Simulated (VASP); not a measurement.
Computed with PBE GGA, VASP's PBE PAW potentials (set 64) (plane waves; VASP).

The input files of a VASP run:

### INCAR
```
PREC  =  Accurate
LASPH  =  .TRUE.   # aspherical one-centre terms
SYSTEM  =  MgS
LCHARG  =  .FALSE.
LWAVE  =  .FALSE.
ALGO  =  Normal   # blocked Davidson
GGA  =  PE   # PBE
EDIFF  =  1E-6   # SCF stop (eV)
SIGMA  =  0.05
ENCUT  =  300   # plane-wave cut-off (eV)
LREAL  =  .FALSE.   # projection in real space or not
ISIF  =  2
NELM  =  100
ISMEAR  =  0   # Gaussian
```

File POSCAR:
```
MgS
5.1890060
  0.0000000000   0.5000000000   0.5000000000
  0.5000000000   0.0000000000   0.5000000000
  0.5000000000   0.5000000000   0.0000000000
Mg S
1 1
Cartesian
  0.0000000000   0.0000000000   0.0000000000
  0.5000000000   0.5000000000   0.5000000000
```

File KPOINTS:
```
Automatic mesh
0
gamma
 9 9 9
0 0 0
```

POTCAR, in this order: Mg S (PBE.64 set). Program: vasp_std.

The resulting files:

OSZICAR:
```
       N       E                     dE             d eps       ncg     rms          rms(c)
DAV:   1     0.121782960175E+02    0.12178E+02   -0.27812E+03   592   0.506E+02
DAV:   2    -0.837011235886E+01   -0.20548E+02   -0.19910E+02   808   0.874E+01
DAV:   3    -0.889573035497E+01   -0.52562E+00   -0.52562E+00   664   0.178E+01
DAV:   4    -0.889817685021E+01   -0.24465E-02   -0.24465E-02   944   0.130E+00
DAV:   5    -0.889817745946E+01   -0.60925E-06   -0.60926E-06   680   0.199E-02    0.450E+00
DAV:   6    -0.853769293960E+01    0.36048E+00   -0.92522E-01   584   0.478E+00    0.354E+00
DAV:   7    -0.849744031752E+01    0.40253E-01   -0.23736E-01   728   0.259E+00    0.232E+00
DAV:   8    -0.849762123818E+01   -0.18092E-03   -0.12821E-02   656   0.943E-01    0.869E-01
DAV:   9    -0.849746682017E+01    0.15442E-03   -0.48675E-04   656   0.177E-01    0.268E-01
DAV:  10    -0.849750711174E+01   -0.40292E-04   -0.14039E-04   792   0.774E-02    0.163E-02
DAV:  11    -0.849750439196E+01    0.27198E-05   -0.21067E-05   704   0.236E-02    0.106E-02
DAV:  12    -0.849750436643E+01    0.25529E-07   -0.38232E-07   336   0.536E-03
   1 F= -.84975044E+01 E0= -.84975044E+01  d E =-.479383E-11
```

**OUTCAR**
```
------------------------ aborting loop because EDIFF is reached ----------------------------------------
  FORCE on cell =-STRESS in cart. coord.  units (eV):
  Direction    XX          YY          ZZ          XY          YZ          ZX
  --------------------------------------------------------------------------------------
  Total        0.2992990      0.2992990      0.2992990      0.0000000     -0.0000000     -0.0000000
  in kB       13.7285074     13.7285074     13.7285074      0.0000000     -0.0000000     -0.0000000
  external PRESSURE =      13.7285074 kB  Pullay stress =       0.0000000 kB
  volume of cell :       34.93
      direct lattice vectors                 reciprocal lattice vectors
     0.000000000  2.594503000  2.594503000    -0.192715137  0.192715137  0.192715137
     2.594503000  0.000000000  2.594503000     0.192715137 -0.192715137  0.192715137
     2.594503000  2.594503000  0.000000000     0.192715137  0.192715137 -0.192715137
 POSITION                                       TOTAL-FORCE (eV/Angst)
 -----------------------------------------------------------------------------------
      0.00000      0.00000      0.00000         0.000000     -0.000000     -0.000000
      2.59450      2.59450      2.59450        -0.000000      0.000000      0.000000
 -----------------------------------------------------------------------------------
    total drift:                               -0.000000     -0.000000      0.000000
  FREE ENERGIE OF THE ION-ELECTRON SYSTEM (eV)
  ---------------------------------------------------
  free  energy   TOTEN  =        -8.4975043664 eV

  energy  without entropy=       -8.4975043664  energy(sigma->0) =       -8.49750437
```
(Selected blocks of OUTCAR.)

The structure comes from a computed database's MgS entry; how it stands against other phases isn't given here. The cell was not relaxed at this level. The run is one of a series of settings (KPOINTS 9×9×9 Γ-centred mesh against the base run), some of them coarse on purpose.
